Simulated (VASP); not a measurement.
Runs of VASP 6.6.1 on OSi. The cell holds a molecule in a box, 2 atoms: a = 11.000 Å, b = 10.000 Å, c = 10.000 Å, α = 90.00°, β = 90.00°, γ = 90.00°. 

| task | level | potentials or basis | cell | cutoff (eV) | grid for exact exchange (PRECFOCK) | exchange at q = 0 | gap on the mesh (eV) | largest force (eV/Å) |
| --- | --- | --- | --- | --- | --- | --- | --- | --- |
| electron localisation function | PBE | VASP PAW PBE potentials, release 64 (O, Si) | as given | 520 | - | - | 4.58 | 1.14 |
| single point | revPBE+D3(BJ) | VASP PAW PBE potentials, release 64 (O_h, Si) | as given | 900 | - | - | 4.59 | 1.25 |
| single point | PBE | VASP PAW PBE potentials, release 64 (O, Si) | as given | 520 | - | - | 4.58 | 1.14 |
| single point | BLYP+D4 | VASP PAW PBE potentials, release 64 (O, Si) | as given | 520 | - | - | 4.59 | (b) |
| relaxation of the atoms | r2SCAN+D4 | VASP PAW PBE potentials, release 64 (O, Si) | atoms relaxed | 520 | - | - | 5.02 | 0.01 |
| atomic charges | PBE+TS | VASP PAW PBE potentials, release 64 (O, Si) | as given | 520 | - | - | 4.58 | 1.14 |
| single point | B3LYP+D3(BJ) | VASP PAW PBE potentials, release 64 (O, Si) | as given | 520 | Normal | default | (a) | 0.23 |

Alike in all rows: no spin polarisation; k mesh 1 × 1 × 1; smearing gaussian 0.01 eV.

Estimate the missing entries.

(a) 6.37; (b) 1.27.

Caveats: the PAW data sets were made with another functional, which shifts forces and pressure a little (some runs).

A k mesh can miss the band edges.

Not every run made on this cell is shown here.
